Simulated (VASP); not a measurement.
Computed with LDA (Ceperley-Alder, Perdew-Zunger), VASP's LDA PAW potentials (set 64) (plane waves; VASP).

VASP input:

**KPOINTS**
```
K-points
0
G
  7 7 7
0 0 0
```

### INCAR
```
! general
SYSTEM  = CoSi
PREC    = Accurate
ENCUT   = 400
LREAL   = .FALSE.
LASPH   = .TRUE.

! electronic loop
EDIFF   = 1E-6
NELM    = 100
ALGO    = Normal
LMAXMIX = 4

! smearing
ISMEAR  = 1
SIGMA   = 0.1

! ions
IBRION  = 2
NSW     = 60
ISIF    = 3
EDIFFG  = -0.02

! output
LWAVE   = .FALSE.
LCHARG  = .FALSE.
```

File POSCAR:
```
CoSi
1
    4.3539625212    -0.0000000000     0.0000000000
    0.0000000000     4.3539625212    -0.0000000000
    0.0000000000     0.0000000000     4.3539625212
Co Si
4 4
Direct
  0.8544182158   0.6455817842   0.3544182158
  0.3544182158   0.8544182158   0.6455817842
  0.1455817842   0.1455817842   0.1455817842
  0.6455817842   0.3544182158   0.8544182158
  0.1568445336   0.3431554664   0.6568445336
  0.6568445336   0.1568445336   0.3431554664
  0.8431554664   0.8431554664   0.8431554664
  0.3431554664   0.6568445336   0.1568445336
```

POTCAR, in this order: Co Si (LDA.64 set). Program: vasp_std.

Estimate the energy per atom (σ→0), volume per atom, band gap (on the k-mesh).

The energy per atom (σ→0) is -7.830 eV/atom, the band gap (on the k-mesh) is none (metal, semimetal or under 0.01 eV) and the volume per atom is 10.30 Å³/atom.

### OSZICAR
```
...
DAV:   1    -0.626471771279E+02   -0.51612E-02   -0.78046E-02  1518   0.357E+00    0.605E-01
DAV:   2    -0.626497528311E+02   -0.25757E-02   -0.11028E-01  2121   0.423E+00    0.611E-01
DAV:   3    -0.626427087934E+02    0.70440E-02   -0.44057E-02  2098   0.268E+00    0.124E-01
DAV:   4    -0.626425699775E+02    0.13882E-03   -0.11548E-03  1614   0.255E-01    0.369E-02
DAV:   5    -0.626425496257E+02    0.20352E-04   -0.78154E-05  2212   0.817E-02    0.197E-02
DAV:   6    -0.626425462698E+02    0.33559E-05   -0.94998E-06  2128   0.221E-02    0.593E-03
DAV:   7    -0.626425458494E+02    0.42039E-06   -0.16783E-06  1033   0.121E-02
   3 F= -.62642546E+02 E0= -.62642677E+02  d E =-.283786E-03
```

The compound is CoSi in the B20 structure. This run relaxes it. Symmetry was kept, so distortions that lower it aren't found. The start is the result of an earlier pass. The run is not spin-polarised, so no magnetic state was tried.
